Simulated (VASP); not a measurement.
Output of a VASP run:

File OUTCAR:
```
 ion  position               nearest neighbor table
   1  0.500  0.000  0.775-   3 2.33   4 2.33   3 2.33   4 2.33   2 3.70   2 3.70   2 3.70   2 3.70
                             2 4.05   2 4.05   2 4.05   2 4.05
   2  0.000  0.500  0.225-   3 2.33   4 2.33   4 2.33   3 2.33   1 3.70   1 3.70   1 3.70   1 3.70
                             1 4.05   1 4.05   1 4.05   1 4.05
   3  0.500  0.500  0.000-   1 2.33   2 2.33   1 2.33   2 2.33
   4  0.000  0.000  0.000-   1 2.33   2 2.33   2 2.33   1 2.33
  LATTYP: Found a simple tetragonal cell.
 ALAT       =     3.9952371242
 C/A-ratio  =     1.3233024574
 Subroutine PRICEL returns:
 Original cell was already a primitive cell.
 Subroutine GETGRP returns: Found 16 space group operations
The static configuration has the point symmetry D_2d.
 The point group associated with its full space group is D_4h.
The dynamic configuration has the point symmetry D_2d.
 Subroutine INISYM returns: Found 16 space group operations
 Subroutine IBZKPT returns following result:
 Found     18 irreducible k-points:

 Following reciprocal coordinates:
            Coordinates               Weight
  0.000000  0.000000  0.000000      1.000000
  0.200000  0.000000  0.000000      4.000000
  0.400000  0.000000  0.000000      4.000000
  0.200000  0.200000  0.000000      4.000000
  0.400000  0.200000  0.000000      8.000000
  0.400000  0.400000  0.000000      4.000000
  0.000000  0.000000  0.250000      2.000000
  0.200000  0.000000  0.250000      8.000000
  0.400000  0.000000  0.250000      8.000000
  0.200000  0.200000  0.250000      8.000000
  0.400000  0.200000  0.250000     16.000000
  0.400000  0.400000  0.250000      8.000000
  0.000000  0.000000  0.500000      1.000000
  0.200000  0.000000  0.500000      4.000000
  0.400000  0.000000  0.500000      4.000000
  0.200000  0.200000  0.500000      4.000000
  0.400000  0.200000  0.500000      8.000000
  0.400000  0.400000  0.500000      4.000000
   k-points           NKPTS =     18   k-points in BZ     NKDIM =     18   number of bands    NBANDS=     24
   number of dos      NEDOS =    301   number of ions     NIONS =      4
   total plane-waves  NPLWV =  43008
   dimension x,y,z NGX =    32 NGY =   32 NGZ =   42
   dimension x,y,z NGXF=    64 NGYF=   64 NGZF=   84
   ions per type =               2   2
   PREC   = accura    normal or accurate (medium, high low for compatibility)
   ISTART =      0    job   : 0-new  1-cont  2-samecut
   ICHARG =      2    charge: 1-file 2-atom 10-const
   ISPIN  =      1    spin polarized calculation?
   LNONCOLLINEAR =      F non collinear calculations
   LSORBIT =      F    spin-orbit coupling
   INIWAV =      1    electr: 0-lowe 1-rand  2-diag
   ENCUT  =  580.0 eV  42.63 Ry    6.53 a.u.   7.85  7.85 10.38*2*pi/ulx,y,z
   NELM   =    100;   NELMIN=  2; NELMDL= -5     # of ELM steps
   EDIFF  = 0.1E-05   stopping-criterion for ELM
   LREAL  =      F    real-space projection
   NLSPLINE    = F    spline interpolate recip. space projectors
   LMAXMIX     =    4 max onsite mixed and CHGCAR
   VOSKOWN=      0    Vosko Wilk Nusair interpolation
   EDIFFG = -.2E-01   stopping-criterion for IOM
   NSW    =     60    number of steps for IOM
   NBLOCK =      1;   KBLOCK =     60    inner block; outer block
   IBRION =      2    ionic relax: 0-MD 1-quasi-New 2-CG
   NFREE  =      1    steps in history (QN), initial steepest desc. (CG)
   ISIF   =      3    stress and relaxation
   ISYM   =      2    0-nonsym 1-usesym 2-fastsym
   TEIN   =    0.0    initial temperature
   TEBEG  =    0.0;   TEEND  =   0.0 temperature during run
   SMASS  =  -3.00    Nose mass-parameter (am)
   PSTRESS=    0.0 pullay stress
   NELECT =      40.0000    total number of electrons
   EFERMI =   0.00;   METHOD = LEGACY
   ISMEAR =     0;   SIGMA  =   0.05  broadening in eV -4-tet -1-fermi 0-gaus
   IALGO  =     38    algorithm
   LDIAG  =      T    sub-space diagonalisation (order eigenvalues)
   IMIX   =      4    mixing-type and parameters
     AMIX     =   0.40;   BMIX     =  1.00
     AMIX_MAG =   1.60;   BMIX_MAG =  1.00
     AMIN     =   0.10
...
```

**OSZICAR**
```
       N       E                     dE             d eps       ncg     rms          rms(c)
DAV:   1     0.369405383234E+03    0.36941E+03   -0.21683E+04   864   0.214E+03
DAV:   2    -0.793100090550E+02   -0.44872E+03   -0.44024E+03   912   0.529E+02
DAV:   3    -0.143078431439E+03   -0.63768E+02   -0.61376E+02  1224   0.206E+02
DAV:   4    -0.145229360805E+03   -0.21509E+01   -0.21497E+01   912   0.428E+01
DAV:   5    -0.145318221921E+03   -0.88861E-01   -0.88856E-01  1272   0.852E+00    0.112E+01
DAV:   6    -0.132444956839E+03    0.12873E+02   -0.26374E+01  1456   0.638E+01    0.372E+00
DAV:   7    -0.128887802968E+03    0.35572E+01   -0.27430E+00   896   0.126E+01    0.232E+00
DAV:   8    -0.133406631372E+03   -0.45188E+01   -0.13137E+00  1152   0.126E+01    0.571E-01
DAV:   9    -0.129258479380E+03    0.41482E+01   -0.60113E-01  1008   0.730E+00    0.410E-01
DAV:  10    -0.129402014067E+03   -0.14353E+00   -0.12943E-01  1008   0.328E+00    0.246E-01
DAV:  11    -0.129425709599E+03   -0.23696E-01   -0.92946E-02   864   0.292E+00    0.172E-01
DAV:  12    -0.129504445268E+03   -0.78736E-01   -0.46706E-02   968   0.196E+00    0.592E-02
DAV:  13    -0.129526157526E+03   -0.21712E-01   -0.77174E-03   984   0.789E-01    0.371E-02
DAV:  14    -0.129527207308E+03   -0.10498E-02   -0.12731E-03  1168   0.393E-01    0.217E-02
DAV:  15    -0.129527394651E+03   -0.18734E-03   -0.34303E-04   968   0.180E-01    0.144E-02
DAV:  16    -0.129527264638E+03    0.13001E-03   -0.62848E-05  1208   0.800E-02    0.995E-03
DAV:  17    -0.129527428847E+03   -0.16421E-03   -0.21660E-04   912   0.141E-01    0.366E-03
DAV:  18    -0.129527465640E+03   -0.36793E-04   -0.12182E-05  1096   0.307E-02    0.448E-03
DAV:  19    -0.129527482653E+03   -0.17013E-04   -0.77303E-06   928   0.277E-02    0.145E-03
DAV:  20    -0.129527484135E+03   -0.14821E-05   -0.23292E-06   720   0.168E-02    0.123E-03
DAV:  21    -0.129527484953E+03   -0.81814E-06   -0.35569E-07   592   0.770E-03
   1 F= -.12952748E+03 E0= -.12952748E+03  d E =-.129527E+03
```

OUTCAR:
```
------------------------ aborting loop because EDIFF is reached ----------------------------------------
  FORCE on cell =-STRESS in cart. coord.  units (eV):
  Direction    XX          YY          ZZ          XY          YZ          ZX
  --------------------------------------------------------------------------------------
  Total       -0.0060244     -0.0060244     -0.0474204      0.0000000      0.0000000      0.0000000
  in kB       -0.1143761     -0.1143761     -0.9003038      0.0000000      0.0000000      0.0000000
  external PRESSURE =      -0.3763520 kB  Pullay stress =       0.0000000 kB
  volume of cell :       84.39
      direct lattice vectors                 reciprocal lattice vectors
     3.995237124  0.000000000  0.000000000     0.250298035  0.000000000  0.000000000
     0.000000000  3.995237124  0.000000000     0.000000000  0.250298035  0.000000000
     0.000000000  0.000000000  5.286907104     0.000000000  0.000000000  0.189146505
 POSITION                                       TOTAL-FORCE (eV/Angst)
 -----------------------------------------------------------------------------------
      1.99762      0.00000      4.09568         0.000000      0.000000      0.012176
      0.00000      1.99762      1.19122        -0.000000      0.000000     -0.012176
      1.99762      1.99762      0.00000        -0.000000      0.000000      0.000000
      0.00000      0.00000      0.00000        -0.000000     -0.000000      0.000000
 -----------------------------------------------------------------------------------
    total drift:                                0.000000     -0.000000      0.000000
  FREE ENERGIE OF THE ION-ELECTRON SYSTEM (eV)
  ---------------------------------------------------
  free  energy   TOTEN  =      -129.5274849529 eV

  energy  without entropy=     -129.5274849529  energy(sigma->0) =     -129.52748495

 reached required accuracy - stopping structural energy minimisation
```
(Selected blocks of OUTCAR.)

**POSCAR**
```
PbO
1
    3.9952371242     0.0000000000     0.0000000000
    0.0000000000     3.9952371242     0.0000000000
    0.0000000000     0.0000000000     5.2869071044
Pb O
2 2
Direct
  0.5000000000   1.0000000000   0.7746839837
  0.0000000000   0.5000000000   0.2253160163
  0.5000000000   0.5000000000   0.0000000000
  0.0000000000   1.0000000000   0.0000000000
```

### Question
Write an INCAR and KPOINTS that could have produced this output.

### Answer
This is not unique; one that fits is the input of the run itself, r2SCAN meta-GGA, plane waves, VASP's PBE PAW potentials (set 64).

**KPOINTS**
```
Automatic mesh
0
Gamma
5 5 4
0 0 0
```

**INCAR**
```
! general
SYSTEM  = PbO
PREC    = Accurate
ENCUT   = 580
LREAL   = F
LASPH   = T

! electronic loop
EDIFF   = 1E-6
NELM    = 100
ALGO    = Normal
LMAXMIX = 4
LMIXTAU = T

! smearing
ISMEAR  = 0
SIGMA   = 0.05

! functional
METAGGA = R2SCAN

! ions
IBRION  = 2
NSW     = 60
ISIF    = 3
EDIFFG  = -0.02

! output
LWAVE   = F
LCHARG  = F
```

POTCAR, in this order: Pb_d O (PBE.64 set). Program: vasp_std.

The compound is PbO in the litharge structure. It was relaxed first, which changed the volume by +6 %. The start is the result of an earlier pass.
